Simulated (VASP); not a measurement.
```xyz
5
Lattice="4.0091 0.0000 0.0000 0.0000 4.0091 0.0000 0.0000 0.0000 4.0091" Properties=species:S:1:pos:R:3 pbc="T T T"
Ba     0.0000     0.0000     0.0000
Ti     2.0045     2.0045     2.0045
O      2.0045     0.0000     2.0045
O      0.0000     2.0045     2.0045
O      2.0045     2.0045     0.0000
```

All values below come from rev-vdW-DF2, VASP's PBE PAW potentials (set 64) (plane waves; VASP 6.6.1). Numerical set-up: 520 eV cut-off, Gaussian smearing of 0.050 eV, potentials Ba_sv Ti_sv O.

Unless said otherwise, spin-orbit coupling is left out, though it shifts the bands of the heavy elements here.

Q: What does the run give for the band gap (along the path) with the smallest direct gap where there is one?

A: 
- band gap (along the path) = 1.72 eV
- smallest direct gap (along the path) = 1.87 eV

Only differences to runs with the same potentials and settings are physical.

The compound is BaTiO3 in the cubic perovskite structure, the ideal cubic form; the compound distorts at low or room temperature. It was relaxed first.
